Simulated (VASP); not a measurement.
Output of a VASP run:

OUTCAR:
```
 ion  position               nearest neighbor table
   1  0.000  0.000  0.000-
  LATTYP: Found a face centered cubic cell.
 ALAT       =     4.0900000000
 Subroutine PRICEL returns:
 Original cell was already a primitive cell.
 Subroutine GETGRP returns: Found 48 space group operations
The static configuration has the point symmetry O_h .
The dynamic configuration has the point symmetry O_h .
 Subroutine INISYM returns: Found 48 space group operations
 Subroutine IBZKPT returns following result:
 Found    104 irreducible k-points:

 Following reciprocal coordinates:
            Coordinates               Weight
  0.000000  0.000000  0.000000      1.000000
  0.071429  0.000000  0.000000      8.000000
  0.142857  0.000000  0.000000      8.000000
  0.214286  0.000000  0.000000      8.000000
  0.285714  0.000000  0.000000      8.000000
  0.357143  0.000000  0.000000      8.000000
  0.428571  0.000000  0.000000      8.000000
  0.500000  0.000000  0.000000      4.000000
  0.071429  0.071429  0.000000      6.000000
  0.142857  0.071429  0.000000     24.000000
  0.214286  0.071429  0.000000     24.000000
  0.285714  0.071429  0.000000     24.000000
  0.357143  0.071429  0.000000     24.000000
  0.428571  0.071429  0.000000     24.000000
  0.500000  0.071429  0.000000     24.000000
 -0.428571  0.071429  0.000000     24.000000
 -0.357143  0.071429  0.000000     24.000000
 -0.285714  0.071429  0.000000     24.000000
 -0.214286  0.071429  0.000000     24.000000
 -0.142857  0.071429  0.000000     24.000000
 -0.071429  0.071429  0.000000     12.000000
  0.142857  0.142857  0.000000      6.000000
  0.214286  0.142857  0.000000     24.000000
  0.285714  0.142857  0.000000     24.000000
  0.357143  0.142857  0.000000     24.000000
  0.428571  0.142857  0.000000     24.000000
  0.500000  0.142857  0.000000     24.000000
 -0.428571  0.142857  0.000000     24.000000
 -0.357143  0.142857  0.000000     24.000000
 -0.285714  0.142857  0.000000     24.000000
 -0.214286  0.142857  0.000000     24.000000
 -0.142857  0.142857  0.000000     12.000000
  0.214286  0.214286  0.000000      6.000000
  0.285714  0.214286  0.000000     24.000000
  0.357143  0.214286  0.000000     24.000000
  0.428571  0.214286  0.000000     24.000000
  0.500000  0.214286  0.000000     24.000000
 -0.428571  0.214286  0.000000     24.000000
 -0.357143  0.214286  0.000000     24.000000
 -0.285714  0.214286  0.000000     24.000000
   k-points           NKPTS =    104   k-points in BZ     NKDIM =    104   number of bands    NBANDS=      9
   number of dos      NEDOS =    301   number of ions     NIONS =      1
   total plane-waves  NPLWV =  13824
   dimension x,y,z NGX =    24 NGY =   24 NGZ =   24
   dimension x,y,z NGXF=    48 NGYF=   48 NGZF=   48
   ions per type =               1
   PREC   = accura    normal or accurate (medium, high low for compatibility)
   ISTART =      0    job   : 0-new  1-cont  2-samecut
   ICHARG =      2    charge: 1-file 2-atom 10-const
   ISPIN  =      1    spin polarized calculation?
   LNONCOLLINEAR =      F non collinear calculations
   LSORBIT =      F    spin-orbit coupling
   INIWAV =      1    electr: 0-lowe 1-rand  2-diag
   ENCUT  =  520.0 eV  38.22 Ry    6.18 a.u.   5.38  5.38  5.38*2*pi/ulx,y,z
   NELM   =    100;   NELMIN=  2; NELMDL= -5     # of ELM steps
   EDIFF  = 0.1E-05   stopping-criterion for ELM
   LREAL  =      F    real-space projection
   NLSPLINE    = F    spline interpolate recip. space projectors
   LMAXMIX     =    4 max onsite mixed and CHGCAR
   VOSKOWN=      0    Vosko Wilk Nusair interpolation
   EDIFFG = -.1E-01   stopping-criterion for IOM
   NSW    =     60    number of steps for IOM
   NBLOCK =      1;   KBLOCK =     60    inner block; outer block
   IBRION =      2    ionic relax: 0-MD 1-quasi-New 2-CG
   NFREE  =      1    steps in history (QN), initial steepest desc. (CG)
...
```

OSZICAR:
```
       N       E                     dE             d eps       ncg     rms          rms(c)
DAV:   1     0.447171864612E+02    0.44717E+02   -0.57367E+03  1928   0.110E+03
DAV:   2    -0.198539194931E+01   -0.46703E+02   -0.44588E+02  1900   0.207E+02
DAV:   3    -0.236372306579E+01   -0.37833E+00   -0.37824E+00  2196   0.230E+01
DAV:   4    -0.236446744234E+01   -0.74438E-03   -0.74437E-03  2149   0.982E-01
DAV:   5    -0.236447223468E+01   -0.47923E-05   -0.47923E-05  2068   0.722E-02    0.506E+00
DAV:   6    -0.217122518751E+01    0.19325E+00   -0.87352E-01  1906   0.103E+01    0.339E+00
DAV:   7    -0.216417305909E+01    0.70521E-02   -0.13308E-02  2019   0.130E+00    0.187E+00
DAV:   8    -0.216218176817E+01    0.19913E-02   -0.95290E-04  1950   0.324E-01    0.829E-02
DAV:   9    -0.216218913899E+01   -0.73708E-05   -0.67954E-06  2180   0.267E-02    0.191E-02
DAV:  10    -0.216220049300E+01   -0.11354E-04   -0.78916E-06  1988   0.375E-02    0.777E-03
DAV:  11    -0.216219983159E+01    0.66140E-06   -0.86757E-08  1055   0.327E-03
   1 F= -.21621998E+01 E0= -.21620911E+01  d E =-.216220E+01
       N       E                     dE             d eps       ncg     rms          rms(c)
DAV:   1    -0.442294408865E+01   -0.22607E+01   -0.44453E+01  1894   0.850E+01    0.117E+01
DAV:   2    -0.230625544418E+01    0.21167E+01   -0.70412E+00  1887   0.284E+01    0.420E+00
DAV:   3    -0.220947399051E+01    0.96781E-01   -0.35213E-01  1912   0.615E+00    0.316E+00
DAV:   4    -0.219529467346E+01    0.14179E-01   -0.17441E-02  1960   0.154E+00    0.627E-01
DAV:   5    -0.219396794383E+01    0.13267E-02   -0.52610E-03  2099   0.636E-01    0.461E-02
DAV:   6    -0.219400518656E+01   -0.37243E-04   -0.61022E-05  2010   0.103E-01    0.147E-02
DAV:   7    -0.219400591592E+01   -0.72937E-06   -0.18547E-06  2077   0.158E-02
   2 F= -.21940059E+01 E0= -.21938772E+01  d E =-.318061E-01
       N       E                     dE             d eps       ncg     rms          rms(c)
DAV:   1    -0.240783313423E+01   -0.21383E+00   -0.37834E+00  1904   0.235E+01    0.299E+00
DAV:   2    -0.220309819694E+01    0.20473E+00   -0.10484E+00  1896   0.108E+01    0.809E-01
DAV:   3    -0.220017167031E+01    0.29265E-02   -0.46577E-03  1903   0.705E-01    0.519E-01
DAV:   4    -0.219913398556E+01    0.10377E-02   -0.15749E-03  1994   0.342E-01    0.386E-02
DAV:   5    -0.219913294265E+01    0.10429E-05   -0.69271E-06  1964   0.253E-02    0.242E-02
DAV:   6    -0.219913653539E+01   -0.35927E-05   -0.22473E-06  2068   0.167E-02    0.236E-03
DAV:   7    -0.219913659253E+01   -0.57141E-07   -0.15426E-08   983   0.125E-03
   3 F= -.21991366E+01 E0= -.21989973E+01  d E =-.369368E-01
```

### OUTCAR
```
------------------------ aborting loop because EDIFF is reached ----------------------------------------
  FORCE on cell =-STRESS in cart. coord.  units (eV):
  Direction    XX          YY          ZZ          XY          YZ          ZX
  --------------------------------------------------------------------------------------
  Total        0.0053075      0.0053075      0.0053075     -0.0000000     -0.0000000      0.0000000
  in kB        0.4551321      0.4551321      0.4551321     -0.0000000     -0.0000000      0.0000000
  external PRESSURE =       0.4551321 kB  Pullay stress =       0.0000000 kB
  volume of cell :       18.68
      direct lattice vectors                 reciprocal lattice vectors
    -0.000000000  2.106093205  2.106093205    -0.237406397  0.237406397  0.237406397
     2.106093205 -0.000000000  2.106093205     0.237406397 -0.237406397  0.237406397
     2.106093205  2.106093205 -0.000000000     0.237406397  0.237406397 -0.237406397
 POSITION                                       TOTAL-FORCE (eV/Angst)
 -----------------------------------------------------------------------------------
      0.00000      0.00000      0.00000         0.000000      0.000000     -0.000000
 -----------------------------------------------------------------------------------
    total drift:                               -0.000000      0.000000      0.000000
  FREE ENERGIE OF THE ION-ELECTRON SYSTEM (eV)
  ---------------------------------------------------
  free  energy   TOTEN  =        -2.1991365925 eV

  energy  without entropy=       -2.1987186518  energy(sigma->0) =       -2.19899728

 reached required accuracy - stopping structural energy minimisation
```
(Selected blocks of OUTCAR.)

POSCAR:
```
Ag
1
    0.0000000000     2.0450000000     2.0450000000
    2.0450000000     0.0000000000     2.0450000000
    2.0450000000     2.0450000000     0.0000000000
Ag
1
Direct
  0.0000000000   0.0000000000   0.0000000000
```

Reconstruct the remaining input files.

One answer among several that fit: the input of the run itself, RPBE GGA, plane waves, VASP's PBE PAW potentials (set 64).

INCAR:
```
# general
SYSTEM  = Ag
PREC    = Accurate
ENCUT   = 520
LREAL   = F
LASPH   = T

# electronic loop
EDIFF   = 1E-6
NELM    = 100
ALGO    = Normal
LMAXMIX = 4

# smearing
ISMEAR  = 1
SIGMA   = 0.1

# functional
GGA     = RP

# ions
IBRION  = 2
NSW     = 60
ISIF    = 3
EDIFFG  = -0.01

# output
LWAVE   = F
LCHARG  = F
```

**KPOINTS**
```
Automatic mesh
0
Gamma
14 14 14
0 0 0
```

POTCAR, in this order: Ag (PBE.64 set). Program: vasp_std.

Energy and stress use the plane-wave basis of the starting cell.

The compound is Ag in the fcc structure. This run relaxes it. Symmetry was kept, so distortions that lower it aren't found.
